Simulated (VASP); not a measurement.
Level of theory: LDA (Ceperley-Alder, Perdew-Zunger), VASP's LDA PAW potentials (set 64) (plane waves; VASP 6.6.1).

Input for VASP

**KPOINTS**
```
Automatic
0
gamma
 5 5 4
0 0 0
```

INCAR:
```
! general
SYSTEM  =  MgC2
PREC    =  Accurate
ENCUT   =  400
LREAL   =  .False.   ! projection in real space or not
LASPH   =  .True.   ! aspherical one-centre terms

! electronic loop
EDIFF   =  1E-6   ! SCF stop (eV)
NELM    =  100   ! most electronic steps
ALGO    =  Normal   ! blocked Davidson

! smearing
ISMEAR  =  0   ! Gaussian
SIGMA   =  0.01   ! width (eV)

! ions
ISIF    =  2   ! forces and stress, cell fixed

! output
LWAVE   =  .False.
LCHARG  =  .False.
```

File POSCAR:
```
MgC2
1
    3.9124570000     0.0000000000     0.0000000000
    0.0000000000     3.9124570000     0.0000000000
    0.0000000000     0.0000000000     4.9387150000
Mg C
2 4
Direct
  0.5000000000   0.5000000000   0.0000000000
  0.0000000000   0.0000000000   0.5000000000
  0.8876600000   0.8876600000   0.0000000000
  0.1123400000   0.1123400000   0.0000000000
  0.6123400000   0.3876600000   0.5000000000
  0.3876600000   0.6123400000   0.5000000000
```

POTCAR, in this order: Mg C (LDA.64 set). Program: vasp_std.

What VASP printed:

**OUTCAR**
```
 ion  position               nearest neighbor table
   1  0.500  0.500  0.000-   3 2.14   4 2.14   5 2.55   6 2.55   5 2.55   6 2.55   4 2.84   4 2.84
                             3 2.84   3 2.84
   2  0.000  0.000  0.500-   5 2.14   6 2.14   3 2.55   4 2.55   3 2.55   4 2.55   5 2.84   6 2.84
                             5 2.84   6 2.84
   3  0.888  0.888  0.000-   4 1.24   1 2.14   2 2.55   2 2.55   1 2.84   1 2.84
   4  0.112  0.112  0.000-   3 1.24   1 2.14   2 2.55   2 2.55   1 2.84   1 2.84
   5  0.612  0.388  0.500-   6 1.24   2 2.14   1 2.55   1 2.55   2 2.84   2 2.84
   6  0.388  0.612  0.500-   5 1.24   2 2.14   1 2.55   1 2.55   2 2.84   2 2.84
  LATTYP: Found a simple tetragonal cell.
 ALAT       =     3.9124570000
 C/A-ratio  =     1.2623052471
 Subroutine PRICEL returns:
 Original cell was already a primitive cell.
 Subroutine GETGRP returns: Found 16 space group operations
The static configuration has the point symmetry D_2h.
 The point group associated with its full space group is D_4h.
The dynamic configuration has the point symmetry D_2h.
 Subroutine INISYM returns: Found 16 space group operations
 Subroutine IBZKPT returns following result:
 Found     18 irreducible k-points:

 Following reciprocal coordinates:
            Coordinates               Weight
  0.000000  0.000000  0.000000      1.000000
  0.200000  0.000000  0.000000      4.000000
  0.400000  0.000000  0.000000      4.000000
  0.200000  0.200000  0.000000      4.000000
  0.400000  0.200000  0.000000      8.000000
  0.400000  0.400000  0.000000      4.000000
  0.000000  0.000000  0.250000      2.000000
  0.200000  0.000000  0.250000      8.000000
  0.400000  0.000000  0.250000      8.000000
  0.200000  0.200000  0.250000      8.000000
  0.400000  0.200000  0.250000     16.000000
  0.400000  0.400000  0.250000      8.000000
  0.000000  0.000000  0.500000      1.000000
  0.200000  0.000000  0.500000      4.000000
  0.400000  0.000000  0.500000      4.000000
  0.200000  0.200000  0.500000      4.000000
...
```

File OSZICAR:
```
       N       E                     dE             d eps       ncg     rms          rms(c)
DAV:   1     0.353665168764E+02    0.35367E+02   -0.72609E+03   504   0.965E+02
DAV:   2    -0.429258483628E+02   -0.78292E+02   -0.76675E+02   696   0.177E+02
DAV:   3    -0.473048593627E+02   -0.43790E+01   -0.43599E+01   636   0.471E+01
DAV:   4    -0.473534335040E+02   -0.48574E-01   -0.48535E-01   630   0.587E+00
DAV:   5    -0.473542663978E+02   -0.83289E-03   -0.83284E-03   624   0.710E-01    0.121E+01
DAV:   6    -0.418170830667E+02    0.55372E+01   -0.13399E+01   528   0.214E+01    0.561E+00
DAV:   7    -0.412167546973E+02    0.60033E+00   -0.32773E+00   636   0.112E+01    0.238E+00
DAV:   8    -0.411943279928E+02    0.22427E-01   -0.20391E-01   546   0.280E+00    0.416E-01
DAV:   9    -0.411873645100E+02    0.69635E-02   -0.35753E-02   570   0.114E+00    0.182E-01
DAV:  10    -0.411874649226E+02   -0.10041E-03   -0.14759E-03   594   0.288E-01    0.540E-02
DAV:  11    -0.411873864852E+02    0.78437E-04   -0.30775E-04   632   0.113E-01    0.825E-03
DAV:  12    -0.411873876352E+02   -0.11500E-05   -0.13608E-05   630   0.281E-02    0.496E-03
DAV:  13    -0.411873872511E+02    0.38412E-06   -0.81549E-07   372   0.674E-03
   1 F= -.41187387E+02 E0= -.41187387E+02  d E =-.105454E-28
```

OUTCAR:
```
------------------------ aborting loop because EDIFF is reached ----------------------------------------
  FORCE on cell =-STRESS in cart. coord.  units (eV):
  Direction    XX          YY          ZZ          XY          YZ          ZX
  --------------------------------------------------------------------------------------
  Total       -1.4699468     -1.4699468     -2.0388055      0.0000000      0.0000000      0.0000000
  in kB      -31.1529420    -31.1529420    -43.2089059      0.0000000      0.0000000      0.0000000
  external PRESSURE =     -35.1715966 kB  Pullay stress =       0.0000000 kB
  volume of cell :       75.60
      direct lattice vectors                 reciprocal lattice vectors
     3.912457000  0.000000000  0.000000000     0.255593863  0.000000000  0.000000000
     0.000000000  3.912457000  0.000000000     0.000000000  0.255593863  0.000000000
     0.000000000  0.000000000  4.938715000     0.000000000  0.000000000  0.202481820
 POSITION                                       TOTAL-FORCE (eV/Angst)
 -----------------------------------------------------------------------------------
      1.95623      1.95623      0.00000         0.000000      0.000000      0.000000
      0.00000      0.00000      2.46936         0.000000      0.000000      0.000000
      3.47293      3.47293      0.00000        -0.313025     -0.313025      0.000000
      0.43953      0.43953      0.00000         0.313025      0.313025     -0.000000
      2.39575      1.51670      2.46936         0.313025     -0.313025      0.000000
      1.51670      2.39575      2.46936        -0.313025      0.313025     -0.000000
 -----------------------------------------------------------------------------------
    total drift:                                0.000000     -0.000000     -0.000000
  FREE ENERGIE OF THE ION-ELECTRON SYSTEM (eV)
  ---------------------------------------------------
  free  energy   TOTEN  =       -41.1873872511 eV

  energy  without entropy=      -41.1873872511  energy(sigma->0) =      -41.18738725
```
(Selected blocks of OUTCAR.)

At this cut-off the stress carries a Pulay error, which pulls relaxed volumes low.

The structure comes from a computed database's MgC2 entry; how it stands against other phases isn't given here. The cell was not relaxed at this level.
